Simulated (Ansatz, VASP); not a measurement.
## GaGe3 in VASP and in Ansatz

File INCAR:

```
PREC = Accurate
ENCUT = 520
EDIFF = 1E-6
ISMEAR = -1
SIGMA = 0.05
LREAL = False
LASPH = True
NELM = 100
ALGO = Normal
ISIF = 2
LWAVE = False
LCHARG = False
GGA = PS
NBANDS = 36
```

Contents of KPOINTS:

```
regular mesh
0
Gamma
  6 6 6
```

The input POSCAR:

```
GaGe3
1.0
    4.3068010377      0.0000000000      0.0000000000
    0.0000000000      4.3068010377      0.0000000000
    0.0000000000      0.0000000000      4.3068010377
Ge Ga
3 1
Direct
    0.5000000000      0.5000000000      0.0000000000
    0.5000000000      0.0000000000      0.5000000000
    0.0000000000      0.5000000000      0.5000000000
    0.0000000000      0.0000000000      0.0000000000
```

File input.yaml:

```yaml
crystal:
  lattice:
    - [4.3068010377, 0.0, 0.0]
    - [0.0, 4.3068010377, 0.0]
    - [0.0, 0.0, 4.3068010377]
  atoms:
    - { symbol: Ge, position: [0.5, 0.5, 0.0] }
    - { symbol: Ge, position: [0.5, 0.0, 0.5] }
    - { symbol: Ge, position: [0.0, 0.5, 0.5] }
    - { symbol: Ga, position: [0.0, 0.0, 0.0] }
hamiltonian:
  xc: pbesol
  pseudopotentials: { kind: paw }
kpoints:
  mp_grid: { grid: [6, 6, 6] }
scf:
  occupations: { method: fermi_dirac, width: 0.05 }
output:
  forces: true
  stress: true
  eigenvalues: true
```

The cell comes from a database or a generator and needn't be the stable form of this composition.

Alike in both runs: task single point; functional PBEsol; k mesh 6 × 6 × 6; occupations fermi-dirac, width 0.05 eV; no spin polarisation.

```csv
,VASP,Ansatz
version,VASP 6.6.1,Ansatz 0.2.0
potentials or method,"VASP PAW PBE potentials, release 64 (Ge_d, Ga_d)",Ansatz PAW
plane-wave cutoff (eV),520,420
valence electrons in the cell,55,55
```

|  | VASP | Ansatz | Ansatz less VASP |
| --- | --- | --- | --- |
| gap on the k mesh at the Fermi level (eV) | none | none | - |
| pressure (GPa) | -4.4 | -4.4 | -0.01 |

A gap of «none» marks a metal or a gap that the smearing closes.

Caveats: the PAW data sets were made with another functional, which shifts forces and pressure a little (VASP); the PAW data sets come from PBE, with cores solved anew for the run's functional, which leaves a small shift of forces and pressure (Ansatz).
